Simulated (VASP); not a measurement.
These are PBE GGA, VASP's PBE PAW potentials (set 64) (plane waves; VASP) values and carry that method's errors.

A VASP calculation is set up with these files.

### KPOINTS
```
Automatic mesh
0
Gamma
14 14 14
0 0 0
```

### INCAR
```
ALGO=Normal
EDIFF=1E-6
ENCUT=300
GGA=PE
ISIF=2
ISMEAR=0
LASPH=T
LCHARG=F
LMAXMIX=4
LREAL=F
LWAVE=F
NELM=100
PREC=Accurate
SIGMA=0.1
SYSTEM=Ag
```

### POSCAR
```
Ag
1
    0.0000000000     2.0041000000     2.0041000000
    2.0041000000     0.0000000000     2.0041000000
    2.0041000000     2.0041000000     0.0000000000
Ag
1
Direct
  0.0000000000   0.0000000000   0.0000000000
```

POTCAR, in this order: Ag (PBE.64 set). Program: vasp_std.

Output

**OSZICAR**
```
       N       E                     dE             d eps       ncg     rms          rms(c)
DAV:   1     0.241796097866E+02    0.24180E+02   -0.42399E+03  2216   0.699E+02
DAV:   2    -0.276549391374E+01   -0.26945E+02   -0.25574E+02  1936   0.151E+02
DAV:   3    -0.293171700770E+01   -0.16622E+00   -0.16621E+00  2209   0.137E+01
DAV:   4    -0.293201486867E+01   -0.29786E-03   -0.29786E-03  2096   0.531E-01
DAV:   5    -0.293201673253E+01   -0.18639E-05   -0.18638E-05  2067   0.370E-02    0.613E+00
DAV:   6    -0.268154148985E+01    0.25048E+00   -0.10943E+00  1902   0.115E+01    0.389E+00
DAV:   7    -0.266956346773E+01    0.11978E-01   -0.16671E-02  1994   0.138E+00    0.209E+00
DAV:   8    -0.266592502702E+01    0.36384E-02   -0.59454E-04  1945   0.199E-01    0.875E-02
DAV:   9    -0.266593338398E+01   -0.83570E-05   -0.11312E-05  2165   0.356E-02    0.146E-02
DAV:  10    -0.266593900184E+01   -0.56179E-05   -0.27125E-06  2040   0.166E-02    0.581E-03
DAV:  11    -0.266593862790E+01    0.37394E-06   -0.14995E-07   958   0.434E-03
   1 F= -.26659386E+01 E0= -.26655500E+01  d E =-.777322E-03
```

OUTCAR:
```
------------------------ aborting loop because EDIFF is reached ----------------------------------------
  FORCE on cell =-STRESS in cart. coord.  units (eV):
  Direction    XX          YY          ZZ          XY          YZ          ZX
  --------------------------------------------------------------------------------------
  Total        1.2220145      1.2220145      1.2220145     -0.0000000      0.0000000     -0.0000000
  in kB      121.6182550    121.6182550    121.6182550     -0.0000000      0.0000000     -0.0000000
  external PRESSURE =     121.6182550 kB  Pullay stress =       0.0000000 kB
  volume of cell :       16.10
      direct lattice vectors                 reciprocal lattice vectors
     0.000000000  2.004100000  2.004100000    -0.249488548  0.249488548  0.249488548
     2.004100000  0.000000000  2.004100000     0.249488548 -0.249488548  0.249488548
     2.004100000  2.004100000  0.000000000     0.249488548  0.249488548 -0.249488548
 POSITION                                       TOTAL-FORCE (eV/Angst)
 -----------------------------------------------------------------------------------
      0.00000      0.00000      0.00000         0.000000     -0.000000     -0.000000
 -----------------------------------------------------------------------------------
    total drift:                                0.000000      0.000000      0.000000
  FREE ENERGIE OF THE ION-ELECTRON SYSTEM (eV)
  ---------------------------------------------------
  free  energy   TOTEN  =        -2.6659386279 eV

  energy  without entropy=       -2.6651613062  energy(sigma->0) =       -2.66554997
```
(Selected blocks of OUTCAR.)

At this cut-off the stress carries a Pulay error, which pulls relaxed volumes low.

The structure is a typed Ag crystal (Fm-3m). The cell was not relaxed at this level, and its volume differs by -5.9 % from the start's.
